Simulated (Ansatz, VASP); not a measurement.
**C (amorphous carbon) in two plane-wave programs**

Aim: how closely do two programs agree when they are given the same cell, functional and k mesh? The structure shown is the start of the Ansatz relaxation below; VASP solves that cell, so the two are compared at the walk's first step.

Program: Ansatz 0.2.0. Level of theory: plane waves, with VASP 6.6.1 beside it; single point at PBE. Results are calculated unless marked as measured.

## (1) Set-up

The cell holds 80 atoms: 80 C. Cell: a = 8.309 Å, b = 8.309 Å, c = 8.309 Å, α = 90.0°, β = 90.0°, γ = 90.0°. As first built, before any earlier steps moved the atoms (in the runner's words): 80 atoms (80 C) placed at random at 2.78 g/cm^3, melted at 5500 K for 10 ps at fixed volume with the Tersoff potential (Tersoff, Phys. Rev. B 39, 5566 (1989)). Quenched from 5500 K to 100 K at 10 K/ps and fixed volume, held 5 ps.

## (2) Ansatz: relaxation, PBE

Ansatz runs on its default PAW (the set named soft_2) files.

The two programs are compared at the cell with which this relaxation starts, whose forces are those of its first step.

Contents of input.yaml:

```yaml
crystal:
  lattice:
    - [8.3085, 0.0, 0.0]
    - [0.0, 8.3085, 0.0]
    - [0.0, 0.0, 8.3085]
  atoms:
    - { symbol: C, position: [0.97058, 0.83133, 0.02511] }
    - { symbol: C, position: [0.16731, 0.21276, 0.61354] }
    - { symbol: C, position: [0.89583, 0.90562, 0.31571] }
    - { symbol: C, position: [0.79055, 0.4395, 0.76986] }
    - { symbol: C, position: [0.31404, 0.87385, 0.73783] }
    - { symbol: C, position: [0.93871, 0.02656, 0.59062] }
    - { symbol: C, position: [0.54711, 0.59791, 0.71746] }
    - { symbol: C, position: [0.03336, 0.15919, 0.33063] }
    - { symbol: C, position: [0.06905, 0.93093, 0.90214] }
    - { symbol: C, position: [0.73276, 0.02169, 0.09982] }
    - { symbol: C, position: [0.28406, 0.49572, 0.61557] }
    - { symbol: C, position: [0.13076, 0.5256, 0.70406] }
    - { symbol: C, position: [0.41533, 0.25252, 0.88673] }
    - { symbol: C, position: [0.88057, 0.71537, 0.90034] }
    - { symbol: C, position: [0.02043, 0.43891, 0.44328] }
    - { symbol: C, position: [0.38308, 0.42443, 0.88712] }
    - { symbol: C, position: [0.78262, 0.78627, 0.7766] }
    - { symbol: C, position: [0.51014, 0.20995, 0.18165] }
    - { symbol: C, position: [0.931, 0.16412, 0.71701] }
    - { symbol: C, position: [0.67586, 0.43475, 0.48991] }
    - { symbol: C, position: [0.02872, 0.51148, 0.28087] }
    - { symbol: C, position: [0.21794, 0.13591, 0.07054] }
    - { symbol: C, position: [0.45621, 0.613, 0.10556] }
    - { symbol: C, position: [0.79521, 0.29267, 0.18409] }
    - { symbol: C, position: [0.72954, 0.54796, 0.04195] }
    - { symbol: C, position: [0.41577, 0.492, 0.72894] }
    - { symbol: C, position: [0.08202, 0.67777, 0.27498] }
    - { symbol: C, position: [0.06051, 0.40447, 0.13859] }
    - { symbol: C, position: [0.43005, 0.26306, 0.3257] }
    - { symbol: C, position: [0.22997, 0.68867, 0.37765] }
    - { symbol: C, position: [0.38168, 0.12921, 0.42524] }
    - { symbol: C, position: [0.63138, 0.18513, 0.66497] }
    - { symbol: C, position: [0.73463, 0.1447, 0.38034] }
    - { symbol: C, position: [0.41161, 0.894, 0.19826] }
    - { symbol: C, position: [0.09365, 0.39367, 0.82933] }
    - { symbol: C, position: [0.01447, 0.86245, 0.62973] }
    - { symbol: C, position: [0.37833, 0.87511, 0.57846] }
    - { symbol: C, position: [0.86242, 0.92009, 0.14658] }
    - { symbol: C, position: [0.68205, 0.1575, 0.2032] }
    - { symbol: C, position: [0.93987, 0.71565, 0.54574] }
    - { symbol: C, position: [0.01157, 0.55065, 0.57845] }
    - { symbol: C, position: [0.70282, 0.53546, 0.64331] }
    - { symbol: C, position: [0.16908, 0.07613, 0.23649] }
    - { symbol: C, position: [0.2427, 0.42045, 0.15629] }
    - { symbol: C, position: [0.66351, 0.51956, 0.33891] }
    - { symbol: C, position: [0.96056, 0.75858, 0.37514] }
    - { symbol: C, position: [0.27716, 0.84951, 0.43701] }
    - { symbol: C, position: [0.31684, 0.52414, 0.03582] }
    - { symbol: C, position: [0.76953, 0.70613, 0.61038] }
    - { symbol: C, position: [0.00744, 0.44651, 0.96788] }
    - { symbol: C, position: [0.54766, 0.91182, 0.55412] }
    - { symbol: C, position: [0.68404, 0.92675, 0.81246] }
    - { symbol: C, position: [0.66272, 0.25402, 0.50322] }
    - { symbol: C, position: [0.78121, 0.25733, 0.75246] }
    - { symbol: C, position: [0.62831, 0.00823, 0.67381] }
    - { symbol: C, position: [0.09351, 0.72597, 0.10406] }
    - { symbol: C, position: [0.07433, 0.26873, 0.46851] }
    - { symbol: C, position: [0.58719, 0.63494, 0.00364] }
    - { symbol: C, position: [0.55267, 0.71125, 0.85352] }
    - { symbol: C, position: [0.62759, 0.96954, 0.97363] }
    - { symbol: C, position: [0.43054, 0.84625, 0.87037] }
    - { symbol: C, position: [0.45524, 0.19594, 0.7203] }
    - { symbol: C, position: [0.64798, 0.78279, 0.4906] }
    - { symbol: C, position: [0.08985, 0.22247, 0.78277] }
    - { symbol: C, position: [0.44755, 0.96451, 0.01627] }
    - { symbol: C, position: [0.11826, 0.09787, 0.92928] }
    - { symbol: C, position: [0.18738, 0.63635, 0.98558] }
    - { symbol: C, position: [0.96422, 0.26779, 0.19865] }
    - { symbol: C, position: [0.45861, 0.72442, 0.23709] }
    - { symbol: C, position: [0.3041, 0.98785, 0.3192] }
    - { symbol: C, position: [0.32946, 0.16002, 0.59371] }
    - { symbol: C, position: [0.13376, 0.84042, 0.76383] }
    - { symbol: C, position: [0.85977, 0.53323, 0.92386] }
    - { symbol: C, position: [0.14858, 0.66477, 0.81768] }
    - { symbol: C, position: [0.32242, 0.39928, 0.31157] }
    - { symbol: C, position: [0.7311, 0.45346, 0.18809] }
    - { symbol: C, position: [0.89896, 0.05749, 0.41148] }
    - { symbol: C, position: [0.5987, 0.68228, 0.34856] }
    - { symbol: C, position: [0.3033, 0.53399, 0.43965] }
    - { symbol: C, position: [0.39955, 0.14829, 0.03482] }
kpoints:
  mp_grid: { grid: [2, 2, 2] }
hamiltonian:
  xc: pbe
scf:
  occupations: { method: gaussian, width: 0.05 }
output:
  forces: true
relax:
  f_tol: 0.05
  max_steps: 150
  cell: {}
```

Started as:

```console
> ansatz run input.yaml --threads 4 --pin off --max-ram 15872MiB --backend cpu --events-out ev --progress --plain --runs-dir out
```

Numbers of over 12 decimals in the logs are rounded to 6 here.

The log of the run:

```text
Engine: ansatz 0.2.0, x86_64-unknown-linux-gnu
Pseudopotentials: kind: paw
Pseudopotential: C, paw, valence charge 4, recommended cutoff 420 eV (normal), C.paw.azcp
Functional definition: PBE
  parameter kappa = 0.804
  parameter beta = 0.066725
  exchange = pbe_x(kappa = kappa, mu = beta*pi^2/3)
  correlation = pbe_c(beta = beta)
Crystal: 80 atoms, lattice volume = 573.545 Å³
Basis set: ecut = 420 eV, 11075 PW (Γ), exchange–correlation on 120×120×120 points (8 copies of the dense FFT grid, shifted against one another)
Bands: 240, of which v1, the nominal top of the filled ones, is band 160 counted from 1 (159 counted from 0)
Symmetry: 1 space group operations
Space group: P1 (ITA 1), of the structure as read, at distance tolerance 8.3e-5 Å
k-points: 8
Non-local potential: C, projectors of the file, l = 0: 2, l = 1: 2, l = 2: 1
PAW form: soft (Blöchl's): semilocal exchange-correlation on the pseudo side does not see the compensation charge
PAW one-centre angular grid: C, 110 points (default); XC on 64 Gauss nodes
Initial density: superposition of atomic densities (neutral atoms: chi_scale 0, normalization atom), corrected by the library's trained network
Initial wavefunctions: pseudopotential atomic-orbital guess
Functional: x = pbe(κ = 0.804, μ = 0.219515), c = pbe(β = 0.066725)
SCF iter   1: F=—  HF=-19999.461910 eV  |F-HF|=—  |Δ(HF+E_count)|=         —  Δρ=1.63e-2  dr2=2.43e0  ethr=1.77e-3  ⟨swp⟩=6.0  Hψ=7989  notcnv=0  defer=415
preconditioner: auto → Kerker (q_TF=auto, 2.475 Å⁻¹)  [metal: Δε(μ)=0.019 eV  Ē_g=14.694 eV  σ=0.050 eV  W_gap=0.21  n_scr=146 (ndim 8)  ℏωp=27.7 eV  f_vac=0.003  D(μ)=18.17/eV (n_scr^D=146)]
SCF iter   2: F=—  HF=-19999.245180 eV  |F-HF|=—  |Δ(HF+E_count)|=   2.17e-1  Δρ=8.25e-3  dr2=8.27e-1  ethr=7.58e-4  ⟨swp⟩=1.0  Hψ=2208  notcnv=0  defer=441
SCF iter   3: F=—  HF=-19999.141402 eV  |F-HF|=—  |Δ(HF+E_count)|=   1.04e-1  Δρ=1.84e-3  dr2=3.53e-2  ethr=2.58e-4  ⟨swp⟩=3.0  Hψ=2313  notcnv=0  defer=487
SCF iter   4: F=—  HF=-19999.137529 eV  |F-HF|=—  |Δ(HF+E_count)|=   3.87e-3  Δρ=5.24e-4  dr2=4.85e-3  ethr=1.10e-5  ⟨swp⟩=3.0  Hψ=2559  notcnv=0  defer=492
SCF iter   5: F=—  HF=-19999.137269 eV  |F-HF|=—  |Δ(HF+E_count)|=   2.60e-4  Δρ=1.92e-4  dr2=6.33e-4  ethr=1.52e-6  ⟨swp⟩=2.0  Hψ=1442  notcnv=0  defer=492
SCF iter   6: F=—  HF=-19999.137292 eV  |F-HF|=—  |Δ(HF+E_count)|=   2.24e-5  Δρ=6.86e-5  dr2=6.66e-5  ethr=1.98e-7  ⟨swp⟩=3.0  Hψ=2807  notcnv=0  defer=492
SCF iter   7: F=—  HF=-19999.136949 eV  |F-HF|=—  |Δ(HF+E_count)|=   3.43e-4  Δρ=2.21e-5  dr2=1.00e-5  ethr=2.08e-8  ⟨swp⟩=3.0  Hψ=3277  notcnv=0  defer=566
SCF iter   8: F=—  HF=-19999.136950 eV  |F-HF|=—  |Δ(HF+E_count)|=   1.08e-6  Δρ=8.32e-6  dr2=1.25e-6  ethr=3.12e-9  ⟨swp⟩=2.6  Hψ=2411  notcnv=0  defer=566
SCF iter   9: F=—  HF=-19999.136950 eV  |F-HF|=—  |Δ(HF+E_count)|=   1.73e-7  Δρ=3.00e-6  dr2=1.36e-7  ethr=3.92e-10  ⟨swp⟩=2.0  Hψ=2084  notcnv=0  defer=566
SCF iter  10: F=-19999.136950 eV  HF=-19999.136950 eV  |F-HF|=4.33e-9  |Δ(HF+E_count)|=   2.20e-8  Δρ=9.37e-7  dr2=1.49e-8  ethr=3.13e-11  ⟨swp⟩=4.0  Hψ=4974  notcnv=0
SCF 1 converged in 10 iterations: F = -19999.136950 eV  dr2 = 1.49e-8
  greatest PAW one-centre occupation: 0.683 electrons in one spin orbital (limit 2), on the C atom at site 57 (counted from 0), in its partial waves of l = 0
relax step   1: F+E_penalty+E_count = -19999.13694987 eV  Δ(F+E_penalty+E_count) = +0.000e0 eV  max|allowed force component| = 4.115e0 eV/Å  Δτ_max = 0.0000 Å  P = -3.491 GPa  Ω = 573.545 Å³  (10 SCF iters, dr2 threshold 1.00e-7 eV, accepted)
Crystal: 80 atoms, lattice volume = 573.736 Å³
Basis set: ecut = 420 eV, 11209 PW (Γ), exchange–correlation on 120×120×120 points (8 copies of the dense FFT grid, shifted against one another)
Initial density: handed on by an earlier stage of this run
Initial wavefunctions: those handed on with the density
iter 1 solved again at ethr=9.91e-4 eV; its pass at ethr=3.10e-3 eV (dr2=3.17e0 eV) is discarded
SCF iter   1: F=—  HF=-20005.639050 eV  |F-HF|=—  |Δ(HF+E_count)|=         —  Δρ=2.62e-2  dr2=3.20e0  ethr=9.91e-4  ⟨swp⟩=7.1  Hψ=10106  notcnv=0  defer=1
preconditioner: auto → Kerker (q_TF=auto, 2.475 Å⁻¹)  [metal: Δε(μ)=0.025 eV  Ē_g=14.794 eV  σ=0.050 eV  W_gap=0.27  n_scr=148 (ndim 8)  ℏωp=27.7 eV  f_vac=0.006  D(μ)=16.70/eV (n_scr^D=122)]
SCF iter   2: F=—  HF=-20005.137712 eV  |F-HF|=—  |Δ(HF+E_count)|=   5.01e-1  Δρ=1.40e-2  dr2=9.67e-1  ethr=9.91e-4  ⟨swp⟩=1.1  Hψ=2226  notcnv=0  defer=33
SCF iter   3: F=—  HF=-20004.919781 eV  |F-HF|=—  |Δ(HF+E_count)|=   2.18e-1  Δρ=1.63e-3  dr2=1.75e-2  ethr=3.02e-4  ⟨swp⟩=2.1  Hψ=2425  notcnv=0  defer=572
SCF iter   4: F=—  HF=-20004.918242 eV  |F-HF|=—  |Δ(HF+E_count)|=   1.54e-3  Δρ=4.54e-4  dr2=2.50e-3  ethr=5.46e-6  ⟨swp⟩=2.1  Hψ=2462  notcnv=0  defer=572
[...]
atom  51  C     -0.00205722     0.00506447    -0.00244525
  atom  52  C      0.00500281    -0.00454417     0.00048615
  atom  53  C      0.00069163     0.00142287     0.00137071
  atom  54  C     -0.00250918     0.00124272    -0.00018673
  atom  55  C     -0.00214516     0.00306928    -0.00137162
  atom  56  C     -0.00544736    -0.00113234     0.00140922
  atom  57  C      0.00401717    -0.00649308     0.00036680
  atom  58  C      0.00178346    -0.00457273     0.00393971
  atom  59  C     -0.00575258    -0.00101352    -0.00426821
  atom  60  C      0.00033674    -0.00100902     0.00553319
  atom  61  C      0.00054326     0.00294002     0.00176510
  atom  62  C      0.00113555    -0.00190360     0.00051672
  atom  63  C     -0.00161714    -0.00241115    -0.00003795
  atom  64  C     -0.00026243    -0.00110934    -0.00289376
  atom  65  C     -0.00354325    -0.00139195     0.00207927
  atom  66  C      0.00288658    -0.00119501     0.00551484
  atom  67  C      0.00029971    -0.00080477    -0.00006780
  atom  68  C     -0.00159850    -0.00903940    -0.00220705
  atom  69  C     -0.00226915    -0.00655224    -0.00361873
  atom  70  C     -0.00047677    -0.00118923     0.00251948
  atom  71  C     -0.00322887     0.00309882     0.00238712
  atom  72  C      0.00012155     0.00038836    -0.00008981
  atom  73  C     -0.00328197    -0.00277827    -0.00273642
  atom  74  C      0.00497566    -0.00039307    -0.00196394
  atom  75  C     -0.00225088     0.00675939     0.00019817
  atom  76  C      0.00023999     0.00329664     0.00128813
  atom  77  C     -0.00248048    -0.00005738    -0.00100922
  atom  78  C      0.00213201     0.00208710     0.00308126
  atom  79  C      0.00592262    -0.00476345    -0.00685880
  atom  80  C      0.00211012    -0.00264923    -0.00144701
  max |Σ_I F_I| component: 6.49e-6 eV/Å
--- Stress (GPa, compression-positive) ---
        0.010152       0.003089       0.001035
        0.003089      -0.000394      -0.003674
        0.001035      -0.003673      -0.006097
  P = ⅓ Tr σ = 0.0012 GPa (0.012 kbar)
--- Relaxed structure (35 steps of the walk, 30 accepted, 2 SCFs on fresh bases) ---
  F+E_penalty+E_count = -20013.98461552 eV   max|allowed force component| = 1.451e-2 eV/Å   (the final SCF, on the basis selected at the relaxed cell)
  cell:  # Å, volume = 563.0375 Å³
    - [8.527354, 0.118320, -0.219026]
    - [0.118320, 8.059719, -0.084623]
    - [-0.219026, -0.084623, 8.200369]
  atoms:
    - { symbol: C, position: [0.987976, 0.850186, 0.025384] }
    - { symbol: C, position: [0.180153, 0.210225, 0.606181] }
    - { symbol: C, position: [0.901746, 0.924308, 0.316194] }
    - { symbol: C, position: [0.828867, 0.472109, 0.720048] }
    - { symbol: C, position: [0.311664, 0.848073, 0.734777] }
    - { symbol: C, position: [0.924805, 0.029926, 0.593033] }
    - { symbol: C, position: [0.537102, 0.568286, 0.734893] }
    - { symbol: C, position: [0.078177, 0.169004, 0.313005] }
    - { symbol: C, position: [0.086416, 0.958280, 0.912802] }
    - { symbol: C, position: [0.730122, 0.00400377, 0.106191] }
    - { symbol: C, position: [0.278555, 0.505033, 0.613964] }
    - { symbol: C, position: [0.120273, 0.533715, 0.704888] }
    - { symbol: C, position: [0.406511, 0.231662, 0.886439] }
    - { symbol: C, position: [0.914007, 0.727645, 0.877451] }
    - { symbol: C, position: [0.000995662, 0.422488, 0.446887] }
    - { symbol: C, position: [0.322598, 0.401406, 0.879265] }
    - { symbol: C, position: [0.785912, 0.820500, 0.767478] }
    - { symbol: C, position: [0.509809, 0.179228, 0.195341] }
    - { symbol: C, position: [0.933473, 0.178305, 0.705693] }
    - { symbol: C, position: [0.662618, 0.466096, 0.473524] }
    - { symbol: C, position: [-0.015165, 0.505378, 0.272697] }
    - { symbol: C, position: [0.236226, 0.170996, 0.087144] }
    - { symbol: C, position: [0.462793, 0.576633, 0.116407] }
    - { symbol: C, position: [0.830544, 0.295523, 0.246805] }
[...]
- { symbol: C, position: [0.873853, 0.544835, 0.909735] }
    - { symbol: C, position: [0.097786, 0.684601, 0.823133] }
    - { symbol: C, position: [0.332289, 0.384284, 0.328845] }
    - { symbol: C, position: [0.794031, 0.477854, 0.211319] }
    - { symbol: C, position: [0.844411, 0.043110, 0.434651] }
    - { symbol: C, position: [0.611524, 0.719768, 0.338123] }
    - { symbol: C, position: [0.285822, 0.512748, 0.439083] }
    - { symbol: C, position: [0.403987, 0.134846, 0.042586] }
```

In the SCF lines HF is the Harris–Foulkes energy and dr2 the Hartree energy of the density residual, in eV; the loop may stop once dr2 is under the threshold and the program's other checks hold. Hψ counts applications of the Hamiltonian.

[end of part 1 of 2]

[Lines on the potential files, build, host, timing and source positions are cut from VASP's logs without a mark.]

[Logs are printed without paths, hosts, clocks, repeated set-up lines and the standing remarks that a program may print on its own settings, such as how far it seeks lower states.]

[Hosts, paths, dates, database ids (printed as entryN), source tags and the programs' standing remarks are cut or masked in the printed files.]
